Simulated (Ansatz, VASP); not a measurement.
# One calculation of HfZr2S6, two programs

```
Zr Hf S
1.0
     6.36629    0.00000    0.00000
    -3.18314    5.51337    0.00000
     0.00000    0.00000    6.54752
Zr Hf S
2 1 6
Direct
  0.66667 0.33333 0.00000
  0.33333 0.66667 0.00000
  0.00000 0.00000 0.00000
  0.33104 0.33104 0.77915
  0.00000 0.66896 0.77915
  0.66896 0.00000 0.77915
  0.00000 0.33104 0.22085
  0.66896 0.66896 0.22085
  0.33104 0.00000 0.22085
```

Alike in both runs: functional PBE; k mesh 3 × 3 × 4; occupations gaussian, width 0.1 eV; no spin polarisation.

Ansatz relaxed the structure, and its values are those at the end. VASP's run is a single point on that final structure, the one shown.

|  | VASP | Ansatz |
| --- | --- | --- |
| version | VASP 6.6.1 | Ansatz 0.2.0 |
| potentials or method | VASP PAW PBE potentials, release 64 (Zr_sv, Hf_pv, S) | scalar-relativistic, plane waves, PAW |
| plane-wave cutoff (eV) | 520 | 420 |
| valence electrons in the cell | 70 | 86 |

```csv
,VASP,Ansatz,Ansatz less VASP
gap on the k mesh at the Fermi level (eV),1.24,1.24,-0.005
least direct gap on the mesh (eV),1.79,1.78,-0.010
pressure (GPa),-0.1,0.1,+0.19
rms of the force components (eV/Å),0.018,0.003,-0.0148
```

The two sets of potentials don't hold the same shells in valence.

Caveats: spin-orbit coupling is left out, which moves the levels of the heavy elements; an odd mesh through Γ misses points on the zone boundary, where band edges often lie; this functional lacks dispersion, which binds the layers, so the pressure and a relaxed spacing across them are unreliable. As with any semilocal functional, this PBE gap is likely too small.
